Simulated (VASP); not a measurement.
A convergence study with VASP on Co (hcp): a few settings are varied, all else stays as given below, so the limit is that of these other settings.

```yaml
crystal:
  lattice:
    - [1.25500, -2.17372, 0.00000]
    - [1.25500, 2.17372, 0.00000]
    - [0.00000, 0.00000, 4.07000]
  atoms:
    - { symbol: Co, position: [0.33333, 0.66667, 0.25000], spin: 1.8 }
    - { symbol: Co, position: [0.66667, 0.33333, 0.75000], spin: 1.8 }
```

These are PBEsol GGA, VASP's PBE PAW potentials (set 64) (plane waves; VASP) values and carry that method's errors. The last row used: 550 eV cut-off, 25×25×13 Γ-centred mesh, second-order Methfessel-Paxton smearing of 0.40 eV, potentials Co.

```json
[
 {"setting": "ISMEAR = -1, SIGMA = 0.01, 9×9×5 mesh", "E (eV/atom)": "-7.6946", "pressure (GPa)": "[?]", "moment (μB)": "[?]", "irreducible k-points": "36"},
 {"setting": "ISMEAR = -1, SIGMA = 0.1, 9×9×5 mesh", "E (eV/atom)": "-7.6958", "pressure (GPa)": "-15.42", "moment (μB)": "3.116", "irreducible k-points": "36"},
 {"setting": "ISMEAR = 0, SIGMA = 0.01, 9×9×5 mesh", "E (eV/atom)": "-7.6946", "pressure (GPa)": "-15.68", "moment (μB)": "3.116", "irreducible k-points": "36"},
 {"setting": "ISMEAR = 0, SIGMA = 0.1, 9×9×5 mesh", "E (eV/atom)": "-7.6948", "pressure (GPa)": "-15.81", "moment (μB)": "3.094", "irreducible k-points": "36"},
 {"setting": "ISMEAR = 1, SIGMA = 0.01, 9×9×5 mesh", "E (eV/atom)": "-7.6946", "pressure (GPa)": "-15.68", "moment (μB)": "3.116", "irreducible k-points": "36"},
 {"setting": "ISMEAR = 1, SIGMA = 0.2, 9×9×5 mesh", "E (eV/atom)": "-7.6952", "pressure (GPa)": "-15.92", "moment (μB)": "3.084", "irreducible k-points": "36"},
 {"setting": "ISMEAR = 2, SIGMA = 0.05, 9×9×5 mesh", "E (eV/atom)": "-7.6946", "pressure (GPa)": "-15.68", "moment (μB)": "3.117", "irreducible k-points": "36"},
 {"setting": "ISMEAR = 2, SIGMA = 0.2, 9×9×5 mesh", "E (eV/atom)": "-7.6948", "pressure (GPa)": "-15.92", "moment (μB)": "3.083", "irreducible k-points": "36"},
 {"setting": "ISMEAR = -1, SIGMA = 0.01, 19×19×10 mesh", "E (eV/atom)": "-7.6981", "pressure (GPa)": "-14.66", "moment (μB)": "3.253", "irreducible k-points": "240"},
 {"setting": "ISMEAR = -1, SIGMA = 0.2, 19×19×10 mesh", "E (eV/atom)": "-7.6879", "pressure (GPa)": "[?]", "moment (μB)": "[?]", "irreducible k-points": "240"},
 {"setting": "ISMEAR = 0, SIGMA = 0.01, 19×19×10 mesh", "E (eV/atom)": "-7.6981", "pressure (GPa)": "-14.65", "moment (μB)": "3.254", "irreducible k-points": "240"},
 {"setting": "ISMEAR = 0, SIGMA = 0.2, 19×19×10 mesh", "E (eV/atom)": "-7.6979", "pressure (GPa)": "-14.61", "moment (μB)": "3.244", "irreducible k-points": "240"},
 {"setting": "ISMEAR = 1, SIGMA = 0.01, 19×19×10 mesh", "E (eV/atom)": "-7.6981", "pressure (GPa)": "-14.66", "moment (μB)": "3.253", "irreducible k-points": "240"},
 {"setting": "ISMEAR = 1, SIGMA = 0.4, 19×19×10 mesh", "E (eV/atom)": "-7.7000", "pressure (GPa)": "-14.63", "moment (μB)": "3.281", "irreducible k-points": "240"},
 {"setting": "ISMEAR = 2, SIGMA = 0.05, 19×19×10 mesh", "E (eV/atom)": "-7.6981", "pressure (GPa)": "-14.65", "moment (μB)": "3.254", "irreducible k-points": "240"},
 {"setting": "ISMEAR = 2, SIGMA = 0.4, 19×19×10 mesh", "E (eV/atom)": "-7.6985", "pressure (GPa)": "-14.79", "moment (μB)": "3.239", "irreducible k-points": "240"},
 {"setting": "ISMEAR = -1, SIGMA = 0.05, 25×25×13 mesh", "E (eV/atom)": "-7.6981", "pressure (GPa)": "-14.87", "moment (μB)": "3.222", "irreducible k-points": "455"},
 {"setting": "ISMEAR = -1, SIGMA = 0.2, 25×25×13 mesh", "E (eV/atom)": "-7.6879", "pressure (GPa)": "-14.03", "moment (μB)": "3.138", "irreducible k-points": "455"},
 {"setting": "ISMEAR = 0, SIGMA = 0.05, 25×25×13 mesh", "E (eV/atom)": "-7.6983", "pressure (GPa)": "-15.01", "moment (μB)": "3.212", "irreducible k-points": "455"},
 {"setting": "ISMEAR = 0, SIGMA = 0.2, 25×25×13 mesh", "E (eV/atom)": "-7.6980", "pressure (GPa)": "-14.71", "moment (μB)": "3.229", "irreducible k-points": "455"},
 {"setting": "ISMEAR = 1, SIGMA = 0.05, 25×25×13 mesh", "E (eV/atom)": "-7.6983", "pressure (GPa)": "-15.06", "moment (μB)": "3.208", "irreducible k-points": "455"},
 {"setting": "ISMEAR = 1, SIGMA = 0.4, 25×25×13 mesh", "E (eV/atom)": "-7.7001", "pressure (GPa)": "-14.69", "moment (μB)": "3.274", "irreducible k-points": "455"},
 {"setting": "ISMEAR = 2, SIGMA = 0.1, 25×25×13 mesh", "E (eV/atom)": "-7.6983", "pressure (GPa)": "-15.04", "moment (μB)": "3.210", "irreducible k-points": "455"},
 {"setting": "ISMEAR = 2, SIGMA = 0.4, 25×25×13 mesh", "E (eV/atom)": "-7.6986", "pressure (GPa)": "-14.89", "moment (μB)": "3.228", "irreducible k-points": "455"}
]
```

Task: Fill in the missing entries.

Result: 
- ISMEAR = -1, SIGMA = 0.2, 19×19×10 mesh, pressure (GPa): -14.01
- ISMEAR = -1, SIGMA = 0.2, 19×19×10 mesh, moment (μB): 3.140
- ISMEAR = -1, SIGMA = 0.01, 9×9×5 mesh, pressure (GPa): -15.70
- ISMEAR = -1, SIGMA = 0.01, 9×9×5 mesh, moment (μB): 3.113

Left out are rungs that failed or repeat a setting and relaxations that didn't move; long series are thinned to 24 rows.

The compound is Co in the hcp structure. The cell was not relaxed at this level. The spin order is the one that the start imposed; others were not tried in this run.
